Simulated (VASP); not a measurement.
A run of VASP 6.6.1 is set up as follows.

Contents of INCAR:

```
SYSTEM = Ga3Se
PREC = Accurate ; ENCUT = 500
EDIFF = 1E-6 ; ISMEAR = 0
SIGMA = 0.02 ; LREAL = .False.
LASPH = .True. ; NELM = 60
ALGO = Fast ; ISIF = 2
LWAVE = .False. ; LCHARG = .False.
GGA = PE
```

KPOINTS

```
Automatic mesh
0
Gamma
  3 3 3
  0 0 0
```

The input POSCAR:

```
Ga3Se
1.0
    4.4324650000      0.0000000000      0.0000000000
    0.0000000000      4.4324650000      0.0000000000
    0.0000000000      0.0000000000      4.4324650000
Se Ga
1 3
Direct
    0.0000000000      0.0000000000      0.0000000000
    0.5000000000      0.5000000000      0.0000000000
    0.5000000000      0.0000000000      0.5000000000
    0.0000000000      0.5000000000      0.5000000000
```

Potentials or basis: VASP PAW PBE potentials, release 64 (Se_GW, Ga_d_GW).

The run is started by

```console
$ cat potpaw_PBE.64/Se_GW/POTCAR potpaw_PBE.64/Ga_d_GW/POTCAR > POTCAR
$ mpirun -np 1 vasp_std > vasp.out
```

Question: Estimate the pressure.

Answer: -0.4 GPa.

Question: Estimate the band gap on the k mesh.

Answer: None (metal or under the smearing width).

Caveat: the k mesh is coarse (spacing up to 0.47 Å⁻¹), so the values aren't converged; the cutoff is under 1.25 times the usual one of these potentials, so pressure, stress and relaxed cells hold a basis-set (Pulay) error.
